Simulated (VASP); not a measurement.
These are HSE06 screened hybrid, VASP's PBE PAW potentials (set 64) (plane waves; VASP) values and carry that method's errors.

A VASP calculation is set up with these files.

### INCAR
```
AEXX  =  0.25
ALGO  =  Normal
EDIFF  =  1E-6
ENCUT  =  520
GGA  =  PE
HFSCREEN  =  0.2
ISIF  =  2
ISMEAR  =  0
ISYM  =  3
LASPH  =  .TRUE.
LCHARG  =  .FALSE.
LHFCALC  =  .TRUE.
LREAL  =  .FALSE.
LWAVE  =  .FALSE.
NELM  =  60
PREC  =  Accurate
PRECFOCK  =  Fast
SIGMA  =  0.05
SYSTEM  =  KF
```

KPOINTS:
```
Automatic mesh
0
G
 6 6 6
```

File POSCAR:
```
KF
1
    0.0000000000     2.7371431551     2.7371431551
    2.7371431551     0.0000000000     2.7371431551
    2.7371431551     2.7371431551     0.0000000000
K F
1 1
Direct
  1.0000000000   1.0000000000   1.0000000000
  0.5000000000   0.5000000000   0.5000000000
```

POTCAR, in this order: K_sv F (PBE.64 set). Program: vasp_std. Read from the step before: WAVECAR.

The run wrote:

OSZICAR:
```
       N       E                     dE             d eps       ncg     rms          rms(c)
DAV:   1    -0.998031505980E+01   -0.99803E+01   -0.20205E-01   388   0.597E+00    0.138E+00
DAV:   2    -0.997578418171E+01    0.45309E-02   -0.18082E-02   472   0.137E+00    0.734E-01
DAV:   3    -0.997497825253E+01    0.80593E-03   -0.41560E-03   460   0.535E-01    0.396E-01
DAV:   4    -0.997477762503E+01    0.20063E-03   -0.19385E-04   508   0.152E-01    0.228E-01
DAV:   5    -0.997467012543E+01    0.10750E-03   -0.14210E-04   472   0.122E-01    0.133E-01
DAV:   6    -0.997464322612E+01    0.26899E-04   -0.16894E-05   464   0.492E-02    0.777E-02
DAV:   7    -0.997463347612E+01    0.97500E-05   -0.48343E-06   460   0.243E-02    0.458E-02
DAV:   8    -0.997463104657E+01    0.24295E-05   -0.22224E-06   436   0.153E-02    0.272E-02
DAV:   9    -0.997463054942E+01    0.49716E-06   -0.67653E-07   304   0.972E-03
   1 F= -.99746305E+01 E0= -.99746305E+01  d E =-.112515E-15
```

File OUTCAR:
```
------------------------ aborting loop because EDIFF is reached ----------------------------------------
  FORCE on cell =-STRESS in cart. coord.  units (eV):
  Direction    XX          YY          ZZ          XY          YZ          ZX
  --------------------------------------------------------------------------------------
  Total       -0.3966778     -0.3966778     -0.3966778      0.0000000     -0.0000000      0.0000000
  in kB      -15.4962268    -15.4962268    -15.4962268      0.0000000     -0.0000000      0.0000000
  external PRESSURE =     -15.4962268 kB  Pullay stress =       0.0000000 kB
  volume of cell :       41.01
      direct lattice vectors                 reciprocal lattice vectors
     0.000000000  2.737143155  2.737143155    -0.182672214  0.182672214  0.182672214
     2.737143155  0.000000000  2.737143155     0.182672214 -0.182672214  0.182672214
     2.737143155  2.737143155  0.000000000     0.182672214  0.182672214 -0.182672214
  FREE ENERGIE OF THE ION-ELECTRON SYSTEM (eV)
  ---------------------------------------------------
  free  energy   TOTEN  =        -9.9746305494 eV

  energy  without entropy=       -9.9746305494  energy(sigma->0) =       -9.97463055

  exchange ACFDT corr.  =         0.00000000  see jH, gK, PRB 81, 115126
```
(Selected blocks of OUTCAR.)

File OUTCAR:
```
 val. band max:       -4.5705584896   @ k =   0.0000   0.0000   0.0000

 cond. band min:       3.2229306448   @ k =   0.0000   0.0000   0.0000


 Fermi energy:        -4.3018396281

 k-point     1 :       0.0000    0.0000    0.0000
  band No.  band energies     occupation
      1     -32.4335      2.00000
      2     -24.7340      2.00000
      3     -14.3733      2.00000
      4     -14.3733      2.00000
      5     -14.3733      2.00000
      6      -4.5706      2.00000
      7      -4.5706      2.00000
      8      -4.5706      2.00000
      9       3.2229      0.00000
     10       8.2308      0.00000
     11       8.2308      0.00000
     12       8.2308      0.00000

 k-point     2 :       0.1667    0.0000    0.0000
  band No.  band energies     occupation
      1     -32.4159      2.00000
      2     -24.7485      2.00000
      3     -14.4318      2.00000
      4     -14.3805      2.00000
      5     -14.3805      2.00000
      6      -4.7701      2.00000
      7      -4.6455      2.00000
      8      -4.6455      2.00000
      9       3.9291      0.00000
     10       7.7742      0.00000
     11       8.5892      0.00000
     12       8.5892      0.00000

 k-point     3 :       0.3333    0.0000    0.0000
  band No.  band energies     occupation
      1     -32.3804      2.00000
      2     -24.7767      2.00000
      3     -14.5478      2.00000
      4     -14.3948      2.00000
      5     -14.3948      2.00000
      6      -5.1186      2.00000
      7      -4.7918      2.00000
      8      -4.7918      2.00000
      9       5.5005      0.00000
     10       7.3692      0.00000
     11       9.3099      0.00000
     12       9.3099      0.00000

 k-point     4 :       0.5000    0.0000    0.0000
  band No.  band energies     occupation
      1     -32.3624      2.00000
      2     -24.7911      2.00000
      3     -14.6054      2.00000
      4     -14.4018      2.00000
      5     -14.4018      2.00000
      6      -5.2743      2.00000
...
```

The compound is KF in the rock salt structure. This cell is one point of a volume scan, at 1.03 of the reference volume. The cell's shape comes from a PBE relaxation.
